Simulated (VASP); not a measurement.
Output of a VASP run:

File OUTCAR:
```
 ion  position               nearest neighbor table
   1  0.990  0.001  0.736-   9 1.89  11 1.92   9 1.96
   2  0.998  0.495  0.364-   6 1.88   7 1.91   7 1.97   6 1.99   8 2.01   5 2.03
   3  0.490  0.502  0.490-   5 1.87  12 1.92  12 1.95  10 2.00   5 2.00   7 2.00
   4  0.498  0.998  0.616-  11 1.91  10 1.93   9 1.94  11 1.95  10 1.95  12 2.03
   5  0.008  0.498  0.469-   3 1.87   3 2.00   2 2.03
   6  0.998  0.011  0.343-   2 1.88   2 1.99
   7  0.505  0.509  0.386-   2 1.91   2 1.97   3 2.00
   8  0.003  0.487  0.259-   2 2.01
   9  0.499  0.002  0.717-   1 1.89   4 1.94   1 1.96
  10  0.505  0.495  0.594-   4 1.93   4 1.95   3 2.00
  11  0.004  0.994  0.636-   4 1.91   1 1.92   4 1.95
  12  0.502  0.007  0.511-   3 1.92   3 1.95   4 2.03
  LATTYP: Found a simple tetragonal cell.
 ALAT       =     3.7825400000
 C/A-ratio  =     5.0767473708
 Subroutine PRICEL returns:
 Original cell was already a primitive cell.
 Subroutine GETGRP returns: Found  1 space group operations
The static configuration has the point symmetry C_1 .
The dynamic configuration has the point symmetry C_1 .
 Subroutine INISYM returns: Found  1 space group operations
 Subroutine IBZKPT returns following result:
 Found     20 irreducible k-points:

 Following reciprocal coordinates:
            Coordinates               Weight
  0.000000  0.000000  0.000000      1.000000
  0.166667  0.000000  0.000000      2.000000
  0.000000  0.166667  0.000000      2.000000
  0.333333  0.000000  0.000000      2.000000
  0.000000  0.333333  0.000000      2.000000
  0.500000  0.000000  0.000000      1.000000
  0.000000  0.500000  0.000000      1.000000
  0.166667  0.166667  0.000000      2.000000
 -0.166667  0.166667  0.000000      2.000000
  0.333333  0.166667  0.000000      2.000000
 -0.166667  0.333333  0.000000      2.000000
 -0.333333  0.166667  0.000000      2.000000
  0.166667  0.333333  0.000000      2.000000
  0.500000  0.166667  0.000000      2.000000
 -0.166667  0.500000  0.000000      2.000000
  0.333333  0.333333  0.000000      2.000000
 -0.333333  0.333333  0.000000      2.000000
  0.500000  0.333333  0.000000      2.000000
 -0.333333  0.500000  0.000000      2.000000
  0.500000  0.500000  0.000000      1.000000
   k-points           NKPTS =     20   k-points in BZ     NKDIM =     20   number of bands    NBANDS=     57
   number of dos      NEDOS =    601   number of ions     NIONS =     12
   total plane-waves  NPLWV =  98784
   dimension x,y,z NGX =    28 NGY =   28 NGZ =  126
   dimension x,y,z NGXF=    56 NGYF=   56 NGZF=  252
   ions per type =               4   8
   PREC   = accura    normal or accurate (medium, high low for compatibility)
   ISTART =      0    job   : 0-new  1-cont  2-samecut
   ICHARG =      2    charge: 1-file 2-atom 10-const
   ISPIN  =      1    spin polarized calculation?
   LNONCOLLINEAR =      F non collinear calculations
   LSORBIT =      F    spin-orbit coupling
   INIWAV =      1    electr: 0-lowe 1-rand  2-diag
   ENCUT  =  400.0 eV  29.40 Ry    5.42 a.u.   6.17  6.17 31.32*2*pi/ulx,y,z
   NELM   =    100;   NELMIN=  2; NELMDL= -5     # of ELM steps
   EDIFF  = 0.1E-05   stopping-criterion for ELM
   LREAL  =      F    real-space projection
   NLSPLINE    = F    spline interpolate recip. space projectors
   LMAXMIX     =    4 max onsite mixed and CHGCAR
   VOSKOWN=      0    Vosko Wilk Nusair interpolation
   EDIFFG = 0.1E-04   stopping-criterion for IOM
   NSW    =      0    number of steps for IOM
   NBLOCK =      1;   KBLOCK =      1    inner block; outer block
   IBRION =     -1    ionic relax: 0-MD 1-quasi-New 2-CG
   NFREE  =      0    steps in history (QN), initial steepest desc. (CG)
   ISIF   =      2    stress and relaxation
   ISYM   =      2    0-nonsym 1-usesym 2-fastsym
   TEIN   =    0.0    initial temperature
   TEBEG  =    0.0;   TEEND  =   0.0 temperature during run
   SMASS  =  -3.00    Nose mass-parameter (am)
   PSTRESS=    0.0 pullay stress
   NELECT =      96.0000    total number of electrons
   EFERMI =   0.00;   METHOD = LEGACY
...
```

**OSZICAR**
```
       N       E                     dE             d eps       ncg     rms          rms(c)
DAV:   1     0.120834847765E+04    0.12083E+04   -0.43812E+04  2488   0.143E+03
DAV:   2     0.569716097789E+02   -0.11514E+04   -0.11153E+04  2822   0.475E+02
DAV:   3    -0.129800092026E+03   -0.18677E+03   -0.18500E+03  3106   0.194E+02
DAV:   4    -0.145337293190E+03   -0.15537E+02   -0.15511E+02  3648   0.527E+01
DAV:   5    -0.146677712437E+03   -0.13404E+01   -0.13403E+01  3344   0.111E+01    0.446E+01
DAV:   6    -0.289567143166E+03   -0.14289E+03   -0.14765E+03  3970   0.146E+02    0.857E+01
DAV:   7    -0.120027220034E+03    0.16954E+03   -0.20670E+03  3852   0.128E+02    0.588E+01
DAV:   8    -0.115920201721E+03    0.41070E+01   -0.56809E+02  3446   0.108E+02    0.206E+01
DAV:   9    -0.111176611417E+03    0.47436E+01   -0.61130E+01  3128   0.366E+01    0.139E+01
DAV:  10    -0.108595099211E+03    0.25815E+01   -0.14853E+01  3504   0.187E+01    0.796E+00
DAV:  11    -0.109110463343E+03   -0.51536E+00   -0.11548E+01  3512   0.111E+01    0.203E+01
DAV:  12    -0.107380456290E+03    0.17300E+01   -0.32545E+00  3127   0.556E+00    0.729E+00
DAV:  13    -0.107116547593E+03    0.26391E+00   -0.10541E+00  3312   0.417E+00    0.398E+00
DAV:  14    -0.107292975417E+03   -0.17643E+00   -0.31464E+00  3286   0.532E+00    0.808E+00
DAV:  15    -0.107023521134E+03    0.26945E+00   -0.58014E-01  3272   0.438E+00    0.463E+00
DAV:  16    -0.106924770607E+03    0.98751E-01   -0.16490E-01  3024   0.258E+00    0.102E+00
DAV:  17    -0.106922532529E+03    0.22381E-02   -0.57963E-02  3320   0.165E+00    0.825E-01
DAV:  18    -0.106918690255E+03    0.38423E-02   -0.12696E-02  3096   0.110E+00    0.389E-01
DAV:  19    -0.106919980952E+03   -0.12907E-02   -0.34084E-03  3160   0.526E-01    0.889E-01
DAV:  20    -0.106918503322E+03    0.14776E-02   -0.42613E-03  3128   0.310E-01    0.538E-01
DAV:  21    -0.106917758402E+03    0.74492E-03   -0.96898E-04  3144   0.198E-01    0.457E-01
DAV:  22    -0.106917092457E+03    0.66595E-03   -0.72766E-04  3224   0.183E-01    0.187E-01
DAV:  23    -0.106917299621E+03   -0.20716E-03   -0.75393E-04  3304   0.154E-01    0.273E-01
DAV:  24    -0.106917243654E+03    0.55967E-04   -0.26357E-04  3512   0.909E-02    0.172E-01
DAV:  25    -0.106917428794E+03   -0.18514E-03   -0.14934E-04  2976   0.761E-02    0.165E-01
DAV:  26    -0.106917492108E+03   -0.63314E-04   -0.75075E-05  3440   0.469E-02    0.662E-02
DAV:  27    -0.106917503110E+03   -0.11002E-04   -0.14646E-05  3047   0.248E-02    0.246E-02
DAV:  28    -0.106917567893E+03   -0.64783E-04   -0.14083E-05  2472   0.204E-02    0.339E-02
DAV:  29    -0.106917617812E+03   -0.49919E-04   -0.18382E-05  2720   0.238E-02    0.288E-02
DAV:  30    -0.106917629864E+03   -0.12051E-04   -0.53198E-06  2310   0.121E-02    0.923E-03
DAV:  31    -0.106917643123E+03   -0.13259E-04   -0.16036E-06  1559   0.769E-03    0.176E-02
DAV:  32    -0.106917646401E+03   -0.32785E-05   -0.18357E-06  1911   0.100E-02    0.432E-03
DAV:  33    -0.106917648584E+03   -0.21826E-05   -0.63899E-07  1541   0.528E-03    0.831E-03
DAV:  34    -0.106917648528E+03    0.55703E-07   -0.44090E-07  1291   0.390E-03
   1 F= -.10691765E+03 E0= -.10690930E+03  d E =-.166977E-01
```

OUTCAR:
```
------------------------ aborting loop because EDIFF is reached ----------------------------------------
  FORCE on cell =-STRESS in cart. coord.  units (eV):
  Direction    XX          YY          ZZ          XY          YZ          ZX
  --------------------------------------------------------------------------------------
  Total       -9.1477459    -15.7520358    -16.0993345     -0.0225438      0.9136611      0.4386647
  in kB      -53.3443632    -91.8567617    -93.8820069     -0.1314626      5.3279429      2.5580386
  external PRESSURE =     -79.6943773 kB  Pullay stress =       0.0000000 kB
  volume of cell :      274.75
      direct lattice vectors                 reciprocal lattice vectors
     3.782540000  0.000000000  0.000000000     0.264372617  0.000000000  0.000000000
     0.000000000  3.782540000  0.000000000     0.000000000  0.264372617  0.000000000
     0.000000000  0.000000000 19.203000000     0.000000000  0.000000000  0.052075197
 POSITION                                       TOTAL-FORCE (eV/Angst)
 -----------------------------------------------------------------------------------
      3.74637      0.00488     14.13103         0.337481     -0.027242     -2.349619
      3.77400      1.87309      6.98628         0.213591      0.212186     -3.478892
      1.85306      1.89981      9.41287         0.065450      0.105866     -2.399968
      1.88484      3.77589     11.83732         0.213198      0.036135     -3.515659
      0.03043      1.88210      9.01579        -0.196838      0.070668      0.737704
      3.77409      0.04076      6.57776         0.049187     -0.053309     -0.020182
      1.91008      1.92654      7.41086        -0.198290      0.019152      1.532509
      0.01165      1.84298      4.98009        -0.010471     -0.197106      2.978878
      1.88689      0.00849     13.77402        -0.106561      0.012508      2.138426
      1.90983      1.87288     11.40748        -0.026036      0.313479      1.129630
      0.01385      3.76021     12.21004        -0.368891      0.014602      1.669331
      1.90014      0.02506      9.80979         0.028181     -0.506940      1.577842
 -----------------------------------------------------------------------------------
    total drift:                                0.002459     -0.000927      0.000198
  FREE ENERGIE OF THE ION-ELECTRON SYSTEM (eV)
  ---------------------------------------------------
  free  energy   TOTEN  =      -106.9176485280 eV

  energy  without entropy=     -106.9009508309  energy(sigma->0) =     -106.90929968

 total charge

# of ion       s       p       d       tot
------------------------------------------
    1        2.202   6.132   1.900  10.234
    2        2.220   6.283   1.787  10.290
    3        2.226   6.302   1.789  10.317
    4        2.224   6.305   1.801  10.330
    5        1.585   3.487   0.000   5.073
    6        1.602   3.312   0.000   4.914
    7        1.587   3.474   0.000   5.061
    8        1.632   3.059   0.000   4.691
    9        1.588   3.502   0.000   5.090
   10        1.584   3.491   0.000   5.076
   11        1.591   3.487   0.000   5.078
   12        1.586   3.476   0.000   5.063
--------------------------------------------------
tot         21.630  52.310   7.276  81.215
```
(Selected blocks of OUTCAR.)

**POSCAR**
```
TiO2
1
    3.7825400000     0.0000000000     0.0000000000
    0.0000000000     3.7825400000     0.0000000000
    0.0000000000     0.0000000000    19.2030000000
Ti O
4 8
Direct
 -0.0095630000   0.0012900000   0.7358760000
 -0.0022580000   0.4951940000   0.3638120000
  0.4898990000   0.5022590000   0.4901770000
  0.4983000000  -0.0017570000   0.6164310000
  0.0080450000   0.4975750000   0.4694990000
 -0.0022330000   0.0107760000   0.3425380000
  0.5049730000   0.5093240000   0.3859220000
  0.0030800000   0.4872340000   0.2593390000
  0.4988430000   0.0022450000   0.7172850000
  0.5049060000   0.4951390000   0.5940470000
  0.0036620000  -0.0059030000   0.6358400000
  0.5023440000   0.0066240000   0.5108470000
```

**Question.** Reconstruct the remaining input files.

**Answer.** This is not unique; one that fits is the input of the run itself, LDA (Ceperley-Alder, Perdew-Zunger), plane waves, VASP's LDA PAW potentials (set 64).

**INCAR**
```
ALGO = Normal
DIPOL = 0.5 0.5 0.51
EDIFF = 1E-6
ENCUT = 400
IDIPOL = 3
ISIF = 2
ISMEAR = 0
LASPH = .TRUE.
LCHARG = .FALSE.
LDIPOL = .TRUE.
LMAXMIX = 4
LORBIT = 11
LREAL = .FALSE.
LWAVE = .FALSE.
NEDOS = 601
NELM = 100
PREC = Accurate
SIGMA = 0.05
SYSTEM = TiO2
```

KPOINTS:
```
Automatic mesh
0
Gamma
6 6 1
0 0 0
```

POTCAR, in this order: Ti_sv O (LDA.64 set). Program: vasp_std.

At this cut-off the stress carries a Pulay error, which pulls relaxed volumes low. The cell holds a wide vacuum, so values per volume refer to the whole cell.

The cell is a sheet with vacuum, built from a database entry that may be metastable or hypothetical.
